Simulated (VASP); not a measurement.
BaTiO3:

```
Ba Ti O
1.0
     3.99654    0.00000    0.00000
     0.00000    3.99654    0.00000
     0.00000    0.00000    4.21949
Ba Ti O
1 1 3
Direct
  0.50000 0.50000 0.58977
  0.00000 0.00000 0.10867
  0.00000 0.50000 0.06122
  0.50000 0.00000 0.06122
  0.00000 0.00000 0.53912
```

The cell is a database's computed one.

Base run:

| Item | Value |
| --- | --- |
| Program | VASP 6.6.1 |
| Functional | HSE06 |
| Potentials or basis | VASP PAW PBE potentials, release 64 (Ba_sv, Ti_sv, O) |
| Cutoff | 450 eV |
| k mesh | 6 × 6 × 6 |
| Occupations | gaussian, width 0.02 eV |
| Spin | no spin polarisation |

Its results: band gap on the k mesh 3.23 eV, indirect (least direct gap 3.80 eV); largest force 0.509 eV/Å.

Task: The run is repeated on the same cell with these changes: functional from HSE06 to PBE0. What comes out?

Result: Band gap on the k mesh 3.96 eV, indirect (least direct gap 4.51 eV); largest force 0.508 eV/Å.

Caveats: the PAW data sets were made with another functional, which shifts forces and pressure a little; spin-orbit coupling is left out, which moves the levels of the heavy elements.
